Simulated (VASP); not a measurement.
Consider the following.

```xyz
2
Lattice="1.6041 -2.7783 0.0000 1.6041 2.7783 0.0000 0.0000 0.0000 5.1132" Properties=species:S:1:pos:R:3 pbc="T T T"
Mg     1.6041     0.9261     1.2783
Mg     1.6041    -0.9261     3.8349
```

Calculation: vdW-DF-cx, VASP's PBE PAW potentials (set 64) (plane waves; VASP 6.6.1). Run with 520 eV cut-off, Gaussian smearing of 0.050 eV, potentials Mg.

Problem. Predict the band gap (along the path) with the smallest direct gap where there is one.

Solution. 
```json
{
 "band gap (along the path)": "none (metal, semimetal or under 0.01 eV)"
}
```

The compound is Mg in the hcp structure. It was relaxed first.
